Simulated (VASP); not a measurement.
A cell of Al (fcc) near equilibrium:

```yaml
crystal:
  lattice:
    - [0.00000, 1.99104, 1.99104]
    - [1.99104, 0.00000, 1.99104]
    - [1.99104, 1.99104, 0.00000]
  atoms:
    - { symbol: Al, position: [0.00000, 0.00000, 0.00000] }
```

All values below come from r2SCAN meta-GGA, VASP's PBE PAW potentials (set 64) (plane waves; VASP 6.6.1).

```tsv
run	ΔE (meV/atom)	σxx	σyy	σzz	largest shear component, with its sign (GPa)	largest force (eV/Å)
as it is	0.0	0.04	0.04	0.04	0.00	0.000
after one change	1.4	-0.85	-2.09	-0.85	0.00	0.000
```
Stress is in GPa, positive when the cell is compressed.

What was changed between the two runs?
(A) isotropic strain of +1.5 %
(B) uniaxial strain of +2.0 % along z
(C) isotropic strain of -3.0 %
(D) uniaxial strain of +1.5 % along y

D, uniaxial strain of +1.5 % along y

The compound is Al in the fcc structure.
